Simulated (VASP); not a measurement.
# GW-BSE spectrum of GaP

Aim: the optical spectrum of GaP with the electron-hole interaction. The cell is of the zinc-blende type, one of the forms listed for this formula. The start is a cell from a database of measured crystal structures.

Method: PBE; plane waves and PAW (Ga_d_GW, P_GW), in the first sound run; inputs show where later runs differ, in VASP 6.6.1.

Most raw output is cut from this account.

### 1. Starting point

Symmetry: F-43m, No. 216, cubic system. The conventional cell has a = 5.451 Å, b = 5.451 Å, c = 5.451 Å, α = 90.00°, β = 90.00°, γ = 90.00°. Ga has 4 P at 2.36 Å nearest. P has 4 Ga at 2.36 Å nearest. Farther neighbours are not listed.

### 2. Ground state

The orbitals come from a self-consistent PBE run with a tight EDIFF and a narrow smearing. KPOINTS_OPT adds the bands along a path, which shows whether the mesh holds the band edges.

The input, INCAR:

```
SYSTEM = GaP
PREC = Accurate
ENCUT = 430
EDIFF = 1E-08
NELM = 100
ISMEAR = 0
SIGMA = 0.01
LREAL = .FALSE.
ALGO = Normal
GGA = PE
NBANDS = 15
LORBIT = 11
LWAVE = .TRUE.
LCHARG = .FALSE.
KPAR = 8
```

The input, POSCAR:

```
GaP
1.0
    0.0000000000      2.7252500000      2.7252500000
    2.7252500000      0.0000000000      2.7252500000
    2.7252500000      2.7252500000      0.0000000000
Ga P
1 1
Direct
    0.0000000000      0.0000000000      0.0000000000
    0.2500000000      0.2500000000      0.2500000000
```

The input, KPOINTS:

```
Automatic mesh
0
Gamma
6 6 6
0 0 0
```

The input, KPOINTS_OPT:

```
Line mode
12
Line-mode
Reciprocal
  0.00000000   0.00000000   0.00000000 GAMMA
  0.50000000   0.00000000   0.50000000 X

  0.50000000   0.00000000   0.50000000 X
  0.50000000   0.25000000   0.75000000 W

  0.50000000   0.25000000   0.75000000 W
  0.37500000   0.37500000   0.75000000 K

  0.37500000   0.37500000   0.75000000 K
  0.00000000   0.00000000   0.00000000 GAMMA

  0.00000000   0.00000000   0.00000000 GAMMA
  0.50000000   0.50000000   0.50000000 L

  0.50000000   0.50000000   0.50000000 L
  0.62500000   0.25000000   0.62500000 U

  0.62500000   0.25000000   0.62500000 U
  0.50000000   0.25000000   0.75000000 W

  0.50000000   0.25000000   0.75000000 W
  0.50000000   0.50000000   0.50000000 L

  0.50000000   0.50000000   0.50000000 L
  0.37500000   0.37500000   0.75000000 K

  0.62500000   0.25000000   0.62500000 U
  0.50000000   0.00000000   0.50000000 X
```

Potentials, in the order of the species: Ga_d_GW and P_GW (PBE family, release 64).

Command:

```sh
mpirun -np 8 vasp_std
```

The job ended after 12 s (8 MPI ranks of AMD EPYC 7R43, shared host; peak memory 1.1 GiB).

This step gave:

| Item | Value |
| --- | --- |
| free energy (TOTEN) | -9.082 eV |
| Fermi energy | 4.451 eV |
| pressure | 2.482 GPa |
| least gap on mesh and path | 1.591 eV |
| least direct gap on mesh and path | 1.821 eV |

The highest empty bands on the path are converged less tightly, to about 0.1 eV. The electronic bands at the labelled points (eV, zero at the valence-band top; v1 is the highest filled band, c1 the lowest empty one):

| point | v3 | v2 | v1 | c1 | c2 | c3 | c4 |
| --- | --- | --- | --- | --- | --- | --- | --- |
| Γ | 0.00 | 0.00 | 0.00 | 1.82 | 3.88 | 3.88 | 3.88 |
| 0.45 of the way | -3.29 | -1.51 | -1.51 | 2.33 | 3.86 | 6.36 | 6.36 |
| X | -6.76 | -2.68 | -2.68 | 1.65 | 1.82 | 10.57 | 10.57 |
| 0.45 of the way | -6.68 | -3.10 | -3.04 | 2.59 | 2.77 | 8.74 | 8.85 |
| W | -6.55 | -3.58 | -3.42 | 4.70 | 4.86 | 6.10 | 6.15 |
| 0.45 of the way | -6.54 | -3.81 | -2.88 | 3.32 | 4.86 | 6.84 | 7.21 |
| K | -6.55 | -3.94 | -2.26 | 2.18 | 4.80 | 8.23 | 8.26 |
| 0.45 of the way | -4.60 | -2.73 | -0.80 | 3.30 | 5.20 | 5.20 | 5.89 |
| Γ | 0.00 | 0.00 | 0.00 | 1.82 | 3.88 | 3.88 | 3.88 |
| 0.45 of the way | -3.48 | -0.59 | -0.59 | 2.23 | 4.67 | 4.67 | 5.98 |
| L | -6.64 | -1.12 | -1.12 | 1.67 | 4.71 | 4.71 | 8.28 |
| 0.45 of the way | -6.48 | -2.76 | -1.54 | 2.78 | 4.73 | 5.75 | 7.98 |
| U | -6.55 | -3.94 | -2.26 | 2.18 | 4.80 | 8.23 | 8.26 |
| 0.45 of the way | -6.54 | -3.85 | -2.73 | 3.01 | 4.85 | 7.10 | 7.48 |
| W | -6.55 | -3.58 | -3.42 | 4.70 | 4.86 | 6.10 | 6.15 |
| 0.55 of the way | -6.44 | -3.00 | -1.80 | 3.30 | 4.28 | 6.25 | 7.96 |
| L | -6.64 | -1.12 | -1.12 | 1.67 | 4.71 | 4.71 | 8.28 |
| 0.55 of the way | -6.44 | -3.15 | -1.68 | 2.75 | 5.08 | 6.15 | 7.61 |
| K | -6.55 | -3.94 | -2.26 | 2.18 | 4.80 | 8.23 | 8.26 |
| jump to U | -6.55 | -3.94 | -2.26 | 2.18 | 4.80 | 8.23 | 8.26 |
| 0.45 of the way | -6.69 | -3.32 | -2.55 | 1.86 | 2.91 | 9.39 | 9.53 |
| X | -6.76 | -2.68 | -2.68 | 1.65 | 1.82 | 10.57 | 10.57 |

Of the projections kept (Ga, P), the largest for each band there; the rest of the weight can lie on other orbitals:

| point | v3 | v2 | v1 | c1 | c2 | c3 | c4 |
| --- | --- | --- | --- | --- | --- | --- | --- |
| Γ | P 0.75 | P 0.75 | P 0.75 | P 0.53 | Ga 0.73 | Ga 0.73 | Ga 0.73 |
| X | Ga 0.73 | P 0.62 | P 0.62 | Ga 0.58 | Ga 0.59 | Ga 0.52 | Ga 0.52 |
| W | Ga 0.74 | P 0.63 | P 0.57 | P 0.75 | P 0.60 | Ga 0.64 | Ga 0.63 |
| K | Ga 0.72 | P 0.59 | P 0.63 | Ga 0.58 | P 0.60 | P 0.52 | P 0.59 |
| Γ | P 0.75 | P 0.75 | P 0.75 | P 0.53 | Ga 0.73 | Ga 0.73 | Ga 0.73 |
| L | Ga 0.60 | P 0.67 | P 0.67 | Ga 0.57 | Ga 0.61 | Ga 0.61 | P 0.66 |

The cell has a gap of 1.59 eV on mesh and path and a pressure of +2.5 GPa, which holds the misfit of the given cell and coordinates with this functional, and any error of cutoff, mesh and data sets. Spin-orbit coupling is left out, which can shift or reorder these edges.

### 3. Empty bands

ALGO = Exact makes the empty bands from the converged ground state in one step. LOPTICS writes the k-derivatives of the orbitals (WAVEDER), which give the long-wavelength limit of the screening.

The input, INCAR:

```
SYSTEM = GaP
PREC = Accurate
ENCUT = 430
ISMEAR = 0
SIGMA = 0.01
LREAL = .FALSE.
GGA = PE
NBANDS = 96
ALGO = Exact
NELM = 1
LWAVE = .TRUE.
LCHARG = .FALSE.
LOPTICS = .TRUE.
NEDOS = 1000
CSHIFT = 0.1
```

POSCAR is that of step 2.

KPOINTS is that of step 2.

Command:

```sh
mpirun -np 8 vasp_std
```

The job ended after 8.6 s (8 MPI ranks; peak memory 0.97 GiB; 63 s of CPU time).

The gap is read on the k-mesh alone, so it is an upper bound where the band edges lie off the mesh.

Numbers from this step:

- gap on the k-mesh: 1.647 eV
- least direct gap on the k-mesh: 1.821 eV

WAVECAR now holds 96 bands for 18 electrons. Its independent-particle dielectric tensor has xx, yy, zz = 13.3, 13.3, 13.3 on this mesh, which isn't tested for convergence in mesh or bands and lacks local fields.

### 4. G0W0

This step: G0W0 on PBE; plane waves and PAW (Ga_d_GW, P_GW) (VASP 6.6.1).

G0W0 keeps orbitals and screening fixed and shifts each of the lowest NBANDSGW levels once. LWAVE keeps the quasiparticle levels in WAVECAR, and the W files hold the screened interaction for the next step.

The input, INCAR:

```
SYSTEM = GaP
PREC = Accurate
ENCUT = 430
ISMEAR = 0
SIGMA = 0.01
LREAL = .FALSE.
GGA = PE
NBANDS = 96
ALGO = EVGW0
NELMGW = 1
ENCUTGW = 100
NOMEGA = 48
PRECFOCK = Fast
NBANDSGW = 24
LWAVE = .TRUE.
LCHARG = .FALSE.
```

POSCAR is that of step 3.

KPOINTS is that of step 3.

Command:

```sh
mpirun -np 8 vasp_std
```

Elapsed: 3.2 min, on 8 MPI ranks; peak memory 1.7 GiB; 25 min of CPU time.

This step gave:

| Quantity | Value |
| --- | --- |
| quasiparticle gap on the mesh | 2.085 eV |
| smallest direct quasiparticle gap on the mesh | 2.742 eV |
| gap of the starting orbitals on the mesh | 1.647 eV |

GW takes the gap from 1.647 to 2.085 eV. The mesh misses a band edge: at the starting level the path gave a gap 0.06 eV smaller. Spin-orbit coupling is left out. The value holds for 96 bands, ENCUTGW = 100 eV and this mesh, and isn't shown to be converged in them.

### 5. BSE, Tamm-Dancoff

This step: BSE on G0W0 on PBE; plane waves and PAW (Ga_d_GW, P_GW) (VASP 6.6.1).

The Bethe-Salpeter equation adds the screened attraction of electron and hole to the quasiparticle pairs; ANTIRES = 0 leaves out the coupling to antiresonant pairs.

The input, INCAR:

```
SYSTEM = GaP
PREC = Accurate
ENCUT = 430
ISMEAR = 0
SIGMA = 0.01
LREAL = .FALSE.
GGA = PE
NBANDS = 96
ALGO = BSE
NBANDSO = 4
NBANDSV = 4
OMEGAMAX = 25
NEDOS = 1000
CSHIFT = 0.1
PRECFOCK = Fast
LWAVE = .FALSE.
LCHARG = .FALSE.
ENCUTGW = 100
ANTIRES = 0
```

POSCAR is that of step 4.

KPOINTS is that of step 4.

Command:

```sh
mpirun -np 8 vasp_std
```

The job ended after 49 s (8 MPI ranks; peak memory 2.4 GiB; 6.3 min of CPU time).

Numbers from this step:

```
lowest excitation : 2.576 eV
```

The imaginary dielectric function, xx has structure finer than the step of the table below, so its rows give means over 1 eV, whole bins alone (the curve runs from 0 to 25 eV). Peaks (eV: height): 3.4: 68.4, 4.4: 43.4, 4.8: 50.4.

From 4 filled and 4 empty bands alone, without any pair above OMEGAMAX = 25 eV, so strength is missing wherever others contribute; lines are broadened by CSHIFT, which also makes the tail under the first line. The imaginary dielectric function, xx by photon energy; means over each step:

| photon energy (eV) | imaginary dielectric function, xx |
| --- | --- |
| 1 | 0.187 |
| 2 | 1.50 |
| 3 | 18.6 |
| 4 | 15.4 |
| 5 | 21.5 |
| 6 | 4.99 |
| 7 | 5.38 |
| 8 | 4.25 |
| 9 | 1.90 |
| 10 | 0.677 |
| 11 | 0.971 |
| 12 | 0.624 |
| 13 | 0.271 |
| 14 | 0.369 |
| 15 | 0.319 |
| 16 | 0.159 |
| 17 | 0.155 |
| 18 | 0.0773 |
| 19 | 0.0434 |
| 20 | 0.0145 |
| 21 | 0.00837 |
| 22 | 0.00639 |

Some of the lowest 40 states alone, with states under 2.5 meV apart joined, scaled to the strongest line shown. Exciton lines, with heights relative to the strongest:

| position (eV) | lines merged | oscillator strength |
| --- | --- | --- |
| 2.576 | 3 | 17 |
| 3.376 | 3 | 100 |
| 3.407 | 3 | 0.0 |
| 3.419 | 2 | 0.0 |
| 3.461 | 8 | 0.0 |
| 3.468 | 3 | 0.6 |

The lowest excitation lies at 2.576 eV, -166 meV against the direct gap of these orbitals, a distance that this coarse mesh makes far too large. Peak heights aren't converged with the mesh, least of all at the onset.

### 6. Without the electron-hole attraction

This step: BSE on G0W0 on PBE, without the electron-hole attraction; plane waves and PAW (Ga_d_GW, P_GW) (VASP 6.6.1).

LADDER = .FALSE. removes the attraction and keeps the local fields, which shows what the attraction does.

Changes to INCAR since step 5:

```diff
@@ -19 +19,2 @@
 ANTIRES = 0
+LADDER = .FALSE.
```

POSCAR is that of step 5.

KPOINTS is that of step 5.

Command:

```sh
mpirun -np 8 vasp_std
```

The job ended after 33 s (8 MPI ranks; peak memory 2.1 GiB; 4.2 min of CPU time).

Numbers from this step:

```yaml
lowest_excitation: 2.747 eV
```

The imaginary dielectric function, xx has structure finer than the step of the table below, so its rows give means over 1 eV, whole bins alone (the curve runs from 0 to 25 eV). Peaks (eV: height): 3.7: 45.7, 5.2: 61.4.

From 4 filled and 4 empty bands alone, without any pair above OMEGAMAX = 25 eV, so strength is missing wherever others contribute; lines are broadened by CSHIFT, which also makes the tail under the first line. Imaginary dielectric function, xx against photon energy; means over each step:

photon energy (eV), imaginary dielectric function, xx and a bar:
```
        1        0.1 
        2        0.5 #
        3        4.4 #####
        4       13.4 ################
        5       25.9 ##############################
        6        7.5 #########
        7        6.4 #######
        8        7.3 ########
        9        5.2 ######
       10        1.2 #
       11        1.7 ##
       12        1.4 ##
       13        0.6 #
       14        0.4 
       15        0.6 #
       16        0.3 
       17        0.2 
       18        0.2 
       19        0.2 
       20        0.1 
       21        0.0 
       22        0.0 
       23        0.0 
       24        0.0
```

The lowest excitation lies at 2.747 eV, +171 meV against the Tamm-Dancoff singlet. Peak heights aren't converged with the mesh, least of all at the onset.

### 7. Independent quasiparticles

This step: BSE on G0W0 on PBE, independent quasiparticles; plane waves and PAW (Ga_d_GW, P_GW) (VASP 6.6.1).

With LADDER and LHARTREE off the pairs don't interact at all, so the lowest line must equal the direct gap.

Changes to INCAR since step 6:

```diff
@@ -20 +20,2 @@
 LADDER = .FALSE.
+LHARTREE = .FALSE.
```

POSCAR is that of step 6.

KPOINTS is that of step 6.

Command:

```sh
mpirun -np 8 vasp_std
```

It took 20 s on 8 MPI ranks; peak memory 2.1 GiB; 2.6 min of CPU time.

Numbers from this step:

```
lowest excitation : 2.742 eV
```

The imaginary dielectric function, xx has structure finer than the step of the table below, so its rows give means over 0.5 eV, whole bins alone (the curve runs from 0 to 25 eV). Peaks (eV: height): 3.63: 49.0, 4.63: 27.0, 5.13: 67.2, 6.51: 12.7.

From 4 filled and 4 empty bands alone, without any pair above OMEGAMAX = 25 eV, so strength is missing wherever others contribute; lines are broadened by CSHIFT, which also makes the tail under the first line. Imaginary dielectric function, xx against photon energy; means over each step:

| photon energy (eV) | imaginary dielectric function, xx |
| --- | --- |
| 0.5 | 0.0522 |
| 1.0 | 0.116 |
| 1.5 | 0.216 |
| 2.0 | 0.441 |
| 2.5 | 2.67 |
| 3.0 | 3.61 |
| 3.5 | 21.7 |
| 4.0 | 7.15 |
| 4.5 | 15.1 |
| 5.0 | 39.9 |
| 5.5 | 15.0 |
| 6.0 | 5.89 |
| 6.5 | 8.32 |
| 7.0 | 6.57 |
| 7.5 | 7.82 |
| 8.0 | 6.72 |
| 8.5 | 4.60 |
| 9.0 | 2.66 |
| 9.5 | 1.17 |
| 10.0 | 0.607 |
| 10.5 | 0.854 |
| 11.0 | 1.19 |
| 11.5 | 0.652 |
| 12.0 | 0.555 |
| 12.5 | 0.414 |
| 13.0 | 0.175 |
| 13.5 | 0.130 |
| 14.0 | 0.197 |
| 14.5 | 0.229 |
| 15.0 | 0.177 |
| 15.5 | 0.0815 |
| 16.0 | 0.0519 |
| 16.5 | 0.0475 |
| 17.0 | 0.0577 |
| 17.5 | 0.0318 |
| 18.0 | 0.0309 |
| 18.5 | 0.0240 |
| 19.0 | 0.0162 |
| 19.5 | 0.0133 |
| 20.0 | 0.00998 |
| 20.5 | 0.00864 |
| 21.0 | 0.00832 |
| 21.5 | 0.00710 |
| 22.0 | 0.00651 |

The lowest excitation lies at 2.742 eV, +166 meV against the Tamm-Dancoff singlet. Peak heights aren't converged with the mesh, least of all at the onset.

### 8. Summary

This step: BSE on G0W0 on PBE; plane waves and PAW (VASP 6.6.1).

Derived from the runs above.

Cost is wall time times ranks on a shared host, for this step alone, without the steps before it. Excitations by level:

| level | first excitation (eV) | cost (core minutes) |
| --- | --- | --- |
| BSE, Tamm-Dancoff | 2.576 | 6.53 |
| without the electron-hole attraction | 2.747 | 4.4 |
| independent quasiparticles | 2.742 | 2.67 |

### 9. What came out

| Quantity | Value |
| --- | --- |
| BSE, Tamm-Dancoff | lowest vertical excitation 2.576 eV; direct gap 2.742 eV |
| without the electron-hole attraction | lowest vertical excitation 2.747 eV; direct gap 2.742 eV |
| independent quasiparticles | lowest vertical excitation 2.742 eV; direct gap 2.742 eV |

In words: The Bethe-Salpeter equation puts the lowest vertical singlet excitation at 2.576 eV, 0.17 eV below the direct gap of 2.742 eV; the states within 10 meV of it carry 17 % of the strength of the strongest such group among the lowest 40 states. The attraction moves the centre of weight of eps2 xx over the computed range by -1.04 eV against the run without the attraction, a shift that holds the same mesh error. The binding energy was not obtained: in a well-screened crystal the exciton spreads over many cells, and on this mesh its distance from the gap is set by the mesh and is far too large. On such a mesh the heights of single peaks aren't converged either. Bands, response cutoff and mesh of the GW step weren't tested in this session. Only vertical pairs enter; the least gap on the mesh is indirect, 2.085 eV, and its phonon-assisted absorption is absent. Only the bands set by NBANDSO and NBANDSV form pairs, and any pair above OMEGAMAX = 25 eV is dropped, so the spectrum is that of this window; the window can cut degenerate bands. Spin-orbit coupling is left out; with Ga in the cell it can split or shift band edges, by an amount that depends on which atoms form them and isn't tested here. Not tabulated here, as repeats of values shown or as unfit to read for their mesh, reference level or band range: eps2 curves (empty bands); eps1 curves and static values (BSE, empty bands, independent quasiparticles, without the electron-hole attraction); exciton binding energies (BSE); line lists of runs without attraction (independent quasiparticles, without the electron-hole attraction).

[Lines on the potential files, build, host, timing and source positions are cut from VASP's logs without a mark.]

[Logs are printed without paths, hosts, clocks, repeated set-up lines and the standing remarks that a program may print on its own settings, such as how far it seeks lower states.]

[Hosts, paths, dates, database ids (printed as entryN), source tags and the programs' standing remarks are cut or masked in the printed files.]

[Pressures printed for these runs are not shown converged in the cutoff: they can be off by several GPa and have the wrong sign.]
